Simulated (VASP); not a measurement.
```
Sr
1.0
    0.00000     3.02079     3.02079
    3.02079     0.00000     3.02079
    3.02079     3.02079     0.00000
Sr
1
Direct
  0.00000   0.00000   0.00000
```

Computed with MS2 meta-GGA, VASP's PBE PAW potentials (set 64) (plane waves; VASP). Numerical set-up: 520 eV cut-off, 12×12×12 Γ-centred mesh, tetrahedra with Blöchl corrections, potentials Sr_sv.

Task: Estimate the energy per atom (σ→0), band gap (over mesh and band path) with the smallest direct gap where there is one.

Result: 
```
Item                                                                  Result
----------------------------------  ----------------------------------------
band gap (over mesh and band path)  none (metal, semimetal or under 0.01 eV)
energy per atom (σ→0)                                         -2.171 eV/atom
```

The absolute energy has meaning only against runs of the same code, potentials and settings.

The compound is Sr in the fcc structure. It was relaxed first.
